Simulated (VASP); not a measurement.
The system is Cu.

```
CELL_PARAMETERS angstrom
0.00000 1.79096 1.79096
1.79096 0.00000 1.79096
1.79096 1.79096 0.00000
ATOMIC_POSITIONS crystal
Cu 0.00000 0.00000 0.00000
```

```yaml
Program: VASP 6.6.1
Task: relaxation of cell and atoms
Functional: PBE
Potentials_or_basis: VASP PAW PBE potentials, release 64 (Cu)
Cutoff: 520 eV
k_mesh: 6 × 6 × 6
Occupations: gaussian, width 0.1 eV
Spin: no spin polarisation
```

At the start: pressure 8.0 GPa; volume 11.49 Å³/atom.

Problem. Where does the relaxation end?

Solution. Over 3 steps the energy falls by 14.0 meV/atom and the volume is 12.08 Å³/atom (+5.2 %); space group Fm-3m (No. 225, to 0.05 Å).

Step by step:
```tsv
step	energy change (eV)	largest force (eV/Å)	pressure (GPa)	volume (Å³)
1	0.0000	0.0000	7.97	11.49
2	-0.0091	0.0000	-4.02	12.47
3	-0.0140	0.0000	0.01	12.08
```

Final structure:
```cif
data_structure
_symmetry_space_group_name_H-M 'P 1'
_symmetry_Int_Tables_number 1
_cell_length_a 2.5757
_cell_length_b 2.5757
_cell_length_c 2.5757
_cell_angle_alpha 60.000
_cell_angle_beta 60.000
_cell_angle_gamma 60.000
_cell_volume 12.08
loop_
_atom_site_label
_atom_site_type_symbol
_atom_site_fract_x
_atom_site_fract_y
_atom_site_fract_z
_atom_site_occupancy
Cu1 Cu 0.00000 0.00000 0.00000 1
```

Caveat: the k mesh is coarse (spacing up to 0.51 Å⁻¹), so the values aren't converged.
